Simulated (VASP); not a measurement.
Input:

```
CELL_PARAMETERS angstrom
      0.00000     2.97689     2.97689
      2.97689     0.00000     2.97689
      2.97689     2.97689     0.00000
ATOMIC_POSITIONS crystal
  Ba 0.00000 0.00000 0.00000
  Te 0.50000 0.50000 0.50000
```

All values below come from PBE GGA, VASP's PBE PAW potentials (set 64) (plane waves; VASP). Run with 500 eV cut-off, 11×11×11 Γ-centred mesh, first-order Methfessel-Paxton smearing of 0.10 eV, potentials Ba_sv Te.

Unless said otherwise, spin-orbit coupling is left out, though it shifts the bands of the heavy elements here.

**Question.** Estimate the energy per atom (σ→0), pressure, band gap (on the k-mesh) with the smallest direct gap where there is one.

**Answer.** 
```
Quantity                                                     Value
------------------------  ----------------------------------------
band gap (on the k-mesh)  none (metal, semimetal or under 0.01 eV)
energy per atom (σ→0)                               -2.682 eV/atom
pressure                                                 45.05 GPa
```

The absolute energy has meaning only against runs of the same code, potentials and settings.

The compound is BaTe in the rock salt structure. It was relaxed first under an external pressure of 45 GPa.
